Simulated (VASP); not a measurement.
# ZrReF (P4mm) in VASP: reference runs

Reference runs on ZrReF: the cell as given.

All numbers are computed with VASP 6.6.1; they aren't measurements. Logs are shortened: lines on timing, memory, paths and dates and some standing lists are left out, and cuts for length are marked.

**1. The structure**

The structure is tetragonal, space group P4mm (No. 99). The conventional cell has a = 2.827 Å, b = 2.827 Å, c = 6.880 Å, α = 90.00°, β = 90.00°, γ = 90.00°. Zr (site symmetry 4mm) is surrounded by 1 F at 1.98 Å. Around Re (site symmetry 4mm) lie 4 F at 2.14 Å and 4 Zr at 2.34 Å. Around F (site symmetry 4mm) lie 1 Zr at 1.98 Å and 4 Re at 2.14 Å.

The cell was built by a generator and needn't be a form met in nature.

**2. Single point, PBE**

INCAR reads:

```
  ALGO = Normal
  EDIFF = 1E-7
  ENCUT = 520
  GGA = PE
  ISIF = 2
  ISMEAR = -1
  LASPH = T
  LCHARG = F
  LREAL = F
  LWAVE = F
  NBANDS = 20
  NELM = 100
  PREC = Accurate
  SIGMA = 0.05
```

KPOINTS reads:

```
k-points
0
Gamma
  9 9 4
```

POSCAR reads:

```
ZrReF
1.0
    2.8274673000      0.0000000000      0.0000000000
    0.0000000000      2.8274673000      0.0000000000
    0.0000000000      0.0000000000      6.8803522300
Zr Re F
1 1 1
Direct
    0.5000000000      0.5000000000      0.8060067500
    0.0000000000      0.0000000000      0.6298399700
    0.5000000000      0.5000000000      0.5182283500
```

Potentials or basis: VASP PAW PBE potentials, release 64 (Zr_sv, Re, F).

Command:

```sh
> cat potpaw_PBE.64/Zr_sv/POTCAR potpaw_PBE.64/Re/POTCAR potpaw_PBE.64/F/POTCAR > POTCAR
> mpirun -np 1 vasp_std > vasp.out
```

OUTCAR:

```text
EDIFF = 1E-7
   ENCUT = 520
   GGA = PE
   ISIF = 2
   ISMEAR = -1
   LASPH = T
   LREAL = F
   NELM = 100
   PREC = Accurate

 ion  position               nearest neighbor table
   1  0.500  0.500  0.806-   3 1.98   2 2.34   2 2.34   2 2.34   2 2.34
   2  0.000  0.000  0.630-   3 2.14   3 2.14   3 2.14   3 2.14   1 2.34   1 2.34   1 2.34   1 2.34

   3  0.500  0.500  0.518-   1 1.98   2 2.14   2 2.14   2 2.14   2 2.14

  LATTYP: Found a simple tetragonal cell.
 ALAT       =     2.8274673000
 C/A-ratio  =     2.4333976312

  Lattice vectors:

 A1 = (   2.8274673000,   0.0000000000,   0.0000000000)
 A2 = (   0.0000000000,   2.8274673000,   0.0000000000)
 A3 = (   0.0000000000,   0.0000000000,   6.8803522300)

Analysis of symmetry for initial positions (statically):
=====================================================================
 Subroutine PRICEL returns:
 Original cell was already a primitive cell.

 Routine SETGRP: Setting up the symmetry group for a
 simple tetragonal supercell.

 Subroutine GETGRP returns: Found  8 space group operations
 (whereof  8 operations were pure point group operations)
 out of a pool of 16 trial point group operations.

The static configuration has the point symmetry C_4v.

Analysis of symmetry for dynamics (positions and initial velocities):
=====================================================================
 Subroutine PRICEL returns:
 Original cell was already a primitive cell.

 Routine SETGRP: Setting up the symmetry group for a
 simple tetragonal supercell.

 Subroutine GETGRP returns: Found  8 space group operations
 (whereof  8 operations were pure point group operations)
 out of a pool of 16 trial point group operations.

The dynamic configuration has the point symmetry C_4v.

 Subroutine INISYM returns: Found  8 space group operations
 (whereof  8 operations are pure point group operations),
 and found     1 'primitive' translations

----------------------------------------------------------------------------------------

                                     Primitive cell

  volume of cell :      55.0055

  direct lattice vectors                    reciprocal lattice vectors
     2.827467300  0.000000000  0.000000000     0.353673409  0.000000000  0.000000000
     0.000000000  2.827467300  0.000000000     0.000000000  0.353673409  0.000000000
     0.000000000  0.000000000  6.880352230     0.000000000  0.000000000  0.145341396

  length of vectors
     2.827467300  2.827467300  6.880352230     0.353673409  0.353673409  0.145341396

  position of ions in fractional coordinates (direct lattice)
     0.500000000  0.500000000  0.806006750
     0.000000000  0.000000000  0.629839970
     0.500000000  0.500000000  0.518228350

  ion indices of the primitive-cell ions
   primitive index   ion index
                 1           1
                 2           2
                 3           3

----------------------------------------------------------------------------------------

 KPOINTS: k-points

Automatic generation of k-mesh.
 Grid dimensions read from file:
 generate k-points for:    9    9    4

 Generating k-lattice:

  Cartesian coordinates                     Fractional coordinates (reciprocal lattice)
     0.039297045  0.000000000  0.000000000     0.111111111  0.000000000  0.000000000
     0.000000000  0.039297045  0.000000000     0.000000000  0.111111111  0.000000000
     0.000000000  0.000000000  0.036335349     0.000000000  0.000000000  0.250000000

  Length of vectors
     0.039297045  0.039297045  0.036335349

  Shift w.r.t. Gamma in fractional coordinates (k-lattice)
     0.000000000  0.000000000  0.000000000

 Subroutine IBZKPT returns following result:
 ===========================================

 Found     45 irreducible k-points:

 Following reciprocal coordinates:
            Coordinates               Weight
  0.000000  0.000000  0.000000      1.000000
  0.111111  0.000000  0.000000      4.000000
  0.222222  0.000000  0.000000      4.000000
  0.333333  0.000000  0.000000      4.000000
  0.444444  0.000000  0.000000      4.000000
  0.111111  0.111111  0.000000      4.000000
[... 16 lines left out ...]
  0.333333  0.111111  0.250000     16.000000
  0.444444  0.111111  0.250000     16.000000
 [... further k-points ...]
   k-points           NKPTS =     45   k-points in BZ     NKDIM =     45   number of bands    NBANDS=     20
   number of dos      NEDOS =    301   number of ions     NIONS =      3
   total plane-waves  NPLWV =  31104
   dimension x,y,z NGX =    24 NGY =   24 NGZ =   54
   dimension x,y,z NGXF=    48 NGYF=   48 NGZF=  108
   ions per type =               1   1   1
   NGX,Y,Z   is equivalent  to a cutoff of  14.11, 14.11, 13.05 a.u.
   NGXF,Y,Z  is equivalent  to a cutoff of  28.22, 28.22, 26.10 a.u.
 SYSTEM =  unknown system
   PREC   = accura    normal or accurate (medium, high low for compatibility)
   ISTART =      0    job   : 0-new  1-cont  2-samecut
   ICHARG =      2    charge: 1-file 2-atom 10-const
   ISPIN  =      1    spin polarized calculation?
   LNONCOLLINEAR =      F non collinear calculations
   LSORBIT =      F    spin-orbit coupling
   LASPH  =      T    aspherical Exc in radial PAW
   ENCUT  =  520.0 eV  38.22 Ry    6.18 a.u.   5.26  5.26 12.79*2*pi/ulx,y,z
   NELM   =    100;   NELMIN=  2; NELMDL= -5     # of ELM steps
   EDIFF  = 0.1E-06   stopping-criterion for ELM
   LREAL  =      F    real-space projection
   EDIFFG = 0.1E-05   stopping-criterion for IOM
   NSW    =      0    number of steps for IOM
   IBRION =     -1    ionic relax: 0-MD 1-quasi-New 2-CG
   NFREE  =      0    steps in history (QN), initial steepest desc. (CG)
   ISIF   =      2    stress and relaxation
   ISYM   =      2    0-nonsym 1-usesym 2-fastsym
   POTIM  = 0.5000    time-step for ionic-motion
   TEBEG  =    0.0;   TEEND  =   0.0 temperature during run
   PSTRESS=    0.0 pullay stress
   NELECT =      26.0000    total number of electrons
   NUPDOWN=      -1.0000    fix difference up-down
   EMIN   =  10.00;   EMAX   =-10.00  energy-range for DOS
   EFERMI =   0.00;   METHOD = LEGACY
   ISMEAR =    -1;   SIGMA  =   0.05  broadening in eV -4-tet -1-fermi 0-gaus
   EFERMI_NEDOS =   21; number of points for ismear=-14 and -15
   IALGO  =     38    algorithm
   IMIX   =      4    mixing-type and parameters
     AMIX     =   0.40;   BMIX     =  1.00
     AMIX_MAG =   1.60;   BMIX_MAG =  1.00
  volume/ion in A,a.u.               =      18.34       123.73
  Fermi-wavevector in a.u.,A,eV,Ry     =   1.275256  2.409884 22.126849  1.626278
  Thomas-Fermi vector in A             =   2.407978
   LORBIT       =      0    0 simple, 1 ext, 2 COOP (PROOUT), +10 PAW based schemes
   GGA     = PE    functional components
   LHFCALC =     F    Hartree Fock is set to
   AEXX    =    0.0000 exact exchange contribution
   IVDW    =     0    specifies the selected vdW correction
   LEPSILON=     F    determine dielectric tensor
   LRPA    =     F    only Hartree local field effects (RPA)
 non-spin polarized calculation
  energy-cutoff  :      520.00
  volume of cell :       55.01
 maximum number of plane-waves:      1506
 NGX is ok and might be reduce to    24
   NGX = 11   NGY = 11   NGZ = 25

 number of electron      26.0000013 magnetization

 Free energy of the ion-electron system (eV)
  ---------------------------------------------------
  ext. energy  EPLUGINS =         0.00000000
  ---------------------------------------------------
  free energy    TOTEN  =       -15.18558194 eV

  energy without entropy =      -15.15891908  energy(sigma->0) =      -15.17225051

 E-fermi :   6.1702     XC(G=0):  -9.7512

 val. band max:        6.1643854267   @ k =   0.2222   0.0000   0.0000
 cond. band min:       6.1893177981   @ k =   0.2222   0.0000   0.2500
 fundamental gap:      0.0249323714
 Fermi energy:         6.1701762769

 k-point     1 :       0.0000    0.0000    0.0000
  band No.  band energies     occupation
      1     -41.7525      2.00000
      2     -23.2588      2.00000
      3     -19.2574      2.00000
      4     -19.2370      2.00000
      5     -19.2370      2.00000
      6      -3.6469      2.00000
[... 12 lines left out ...]
     19      11.2556      0.00000
     20      12.5824      0.00000

 k-point     2 :       0.1111    0.0000    0.0000
  band No.  band energies     occupation
      1     -41.7256      2.00000
      2     -23.1900      2.00000
      3     -19.4619      2.00000
      4     -19.2372      2.00000
      5     -19.2340      2.00000
      6      -3.6240      2.00000
[... 12 lines left out ...]
     19      11.4629      0.00000
     20      12.7305      0.00000

 k-point     3 :       0.2222    0.0000    0.0000
  band No.  band energies     occupation
      1     -41.6573      2.00000
      2     -23.0128      2.00000
      3     -19.9584      2.00000
      4     -19.2355      2.00000
      5     -19.2269      2.00000
      6      -4.2814      2.00000
[... 12 lines left out ...]
     19      12.2177      0.00000
     20      12.8000      0.00000

 k-point     4 :       0.3333    0.0000    0.0000
  band No.  band energies     occupation
      1     -41.5789      2.00000
      2     -22.8035      2.00000
      3     -20.4919      2.00000
      4     -19.2326      2.00000
      5     -19.2202      2.00000
      6      -5.0433      2.00000
[... 12 lines left out ...]
     19      13.0086      0.00000
     20      13.1407      0.00000

 k-point     5 :       0.4444    0.0000    0.0000
  band No.  band energies     occupation
      1     -41.5273      2.00000
      2     -22.6592      2.00000
      3     -20.8293      2.00000
      4     -19.2300      2.00000
      5     -19.2167      2.00000
      6      -5.4943      2.00000
[... 12 lines left out ...]
     19      12.7513      0.00000
     20      13.7151      0.00000
[... 353 lines left out ...]
      6      -3.6521      2.00000
[... 12 lines left out ...]
     19      11.6588      0.00000
     20      12.9729      0.00000

 k-point    22 :       0.2222    0.1111    0.2500
  band No.  band energies     occupation
      1     -41.6356      2.00000
      2     -22.9809      2.00000
      3     -19.9467      2.00000
      4     -19.4281      2.00000
      5     -19.2215      2.00000
      6      -4.2645      2.00000
[... 12 lines left out ...]
     19      12.2758      0.00000
     20      13.0189      0.00000

 k-point    23 :       0.3333    0.1111    0.2500
  band No.  band energies     occupation
      1     -41.5614      2.00000
      2     -22.8101      2.00000
      3     -20.4716      2.00000
      4     -19.4068      2.00000
      5     -19.2115      2.00000
      6      -4.9351      2.00000
[... 12 lines left out ...]
     19      12.8559      0.00000
     20      13.2368      0.00000

 k-point    24 :       0.4444    0.1111    0.2500
  band No.  band energies     occupation
      1     -41.5126      2.00000
      2     -22.6972      2.00000
      3     -20.7993      2.00000
      4     -19.3931      2.00000
      5     -19.2018      2.00000
      6      -5.3376      2.00000
[... 12 lines left out ...]
     19      12.7383      0.00000
     20      13.8951      0.00000

 [... further k-points ...]
[... 5 lines left out ...]
  --------------------------------------------------------------------------------------
  -------------------------------------------------------------------------------------
  Total       35.6849329     35.6849329     23.8859797      0.0000000     -0.0000000      0.0000000
  in kB     1039.4165147   1039.4165147    695.7413061      0.0000000     -0.0000000      0.0000000
  external PRESSURE =     924.8581119 kB  Pullay stress =       0.0000000 kB

 VOLUME and BASIS-vectors are now :
 -----------------------------------------------------------------------------
  energy-cutoff  :      520.00
  volume of cell :       55.01
      direct lattice vectors                 reciprocal lattice vectors
     2.827467300  0.000000000  0.000000000     0.353673409  0.000000000  0.000000000
     0.000000000  2.827467300  0.000000000     0.000000000  0.353673409  0.000000000
     0.000000000  0.000000000  6.880352230     0.000000000  0.000000000  0.145341396

 POSITION                                       TOTAL-FORCE (eV/Angst)
 -----------------------------------------------------------------------------------
      1.41373      1.41373      5.54561        -0.000000      0.000000     14.000336
      0.00000      0.00000      4.33352        -0.000000     -0.000000     -4.527159
      1.41373      1.41373      3.56559         0.000000      0.000000     -9.473177
 -----------------------------------------------------------------------------------
    total drift:                                0.000000     -0.000000      0.000267

  FREE ENERGIE OF THE ION-ELECTRON SYSTEM (eV)
  ---------------------------------------------------
  free  energy   TOTEN  =       -15.1855819410 eV

  energy  without entropy=      -15.1589190789  energy(sigma->0) =      -15.17225051
```

Run time: 35 s. Hardware: 1 thread of Intel Xeon Platinum 8488C (Sapphire Rapids), shared host; peak memory 0.21 GiB.

Results:

```yaml
Free_energy: -15.1856 eV
Pressure: 92.5 GPa
Largest_force: 14.000 eV/Å
Band_gap_on_the_k_mesh: none (metal or under the smearing width)
```

Forces on the atoms (eV/Å):
```
Zr   0.000  0.000 14.000
Re   0.000  0.000 -4.527
F    0.000  0.000 -9.473
```

Levels at points of the mesh, in eV from the Fermi level:
```
           k point  band 11  band 12  band 13  band 14  band 15  band 16
(0.00, 0.00, 0.00)    -1.34    -1.08    -0.51     0.16     0.16     0.86
(0.00, 0.00, 0.50)    -1.30    -1.08    -0.70     0.17     0.17     0.86
```

Caveat: a pressure of tens of GPa on the cell as given is suspect, and the run, the potentials or the cell itself is likely at fault; forces of over 1 eV/Å show positions far from the minimum, so gaps and moduli don't describe the material at rest.
